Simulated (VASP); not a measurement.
A convergence study with VASP on GaN (wurtzite): one setting is varied, all else stays as given below, so the limit is that of these other settings. Each run relaxes cell and ions from the cell shown.

```yaml
crystal:
  lattice:
    - [1.59500, -2.76262, 0.00000]
    - [1.59500, 2.76262, 0.00000]
    - [0.00000, 0.00000, 5.19000]
  atoms:
    - { symbol: Ga, position: [0.66667, 0.33333, 0.50000] }
    - { symbol: Ga, position: [0.33333, 0.66667, 0.00000] }
    - { symbol: N, position: [0.66667, 0.33333, 0.87700] }
    - { symbol: N, position: [0.33333, 0.66667, 0.37700] }
```

Level of theory: PBEsol GGA, VASP's PBE PAW potentials (set 64) (plane waves; VASP). The tightest run used: 700 eV cut-off, 12×12×7 Γ-centred mesh, Gaussian smearing of 0.050 eV, potentials Ga_d N.

| setting | relaxed volume (Å³/atom) | E (eV/atom) | irreducible k-points |
|---|---|---|---|
| 2×2×1 mesh | 11.170 | -6.2989 | 2 |
| 3×3×2 mesh | 11.358 | -6.4927 | 6 |
| 4×4×2 mesh | 11.344 | -6.5529 | 8 |

Q: These are the cheaper rows. Estimate the results at 12×12×7 mesh, and how far the last row shown lies from them.

A: 
| quantity | tightest run | last row shown is off by |
|---|---|---|
| relaxed volume (Å³/atom) | 11.351 | -0.006 |
| E (eV/atom) | -6.5701 | 0.0172 |

Left out are rungs that failed or repeat a setting and relaxations that didn't move; long series are thinned to 24 rows.

The compound is GaN in the wurtzite structure.
